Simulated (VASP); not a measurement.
For cubic KF (rock salt), LDA (Ceperley-Alder, Perdew-Zunger), VASP's LDA PAW potentials (set 64) in VASP gives ε∞ = 2.09, a static ε₀ = 5.33 and a transverse optical mode at 213 cm⁻¹.

Q: Estimate the longitudinal optical frequency at Γ.

A: By the Lyddane-Sachs-Teller relation, ω_LO = ω_TO √(ε₀/ε∞) = 213 × √(5.33/2.09) = 340 cm⁻¹.

Measured: ε∞ 1.84 at 297 K (computed value off by +13.7 %), as given by H. H. Li, Journal of Physical and Chemical Reference Data (1976), doi:10.1063/1.555536 [long-wavelength limit of the electronic terms of a dispersion formula fitted to measured refractive indices over 0.15-22.0 um; lattice terms left out].

The compound is KF in the rock salt structure. It was relaxed first, which changed the volume by -10 %.
